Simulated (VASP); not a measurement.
Here is the system:

```xyz
2
Lattice="0.0000 2.3598 2.3598 2.3598 0.0000 2.3598 2.3598 2.3598 0.0000" Properties=species:S:1:pos:R:3 pbc="T T T"
Ca     0.0000     0.0000     0.0000
O      2.3598     2.3598     2.3598
```

Calculation: LDA (Ceperley-Alder, Perdew-Zunger), VASP's LDA PAW potentials (set 64) (plane waves; VASP 6.6.1). Run with 520 eV cut-off, 12×12×12 Γ-centred mesh, Gaussian smearing of 0.010 eV, potentials Ca_sv O.

### Question
Estimate the energy per atom (σ→0), band gap (on the k-mesh) with the smallest direct gap where there is one.

### Answer

| Property | Value |
|---|---|
| band gap (on the k-mesh) | 3.42 eV |
| smallest direct gap (on the k-mesh) | 3.79 eV |
| energy per atom (σ→0) | -7.111 eV/atom |

Only differences to runs with the same potentials and settings are physical.

The compound is CaO in the rock salt structure. It was relaxed first, which changed the volume by -6 %.
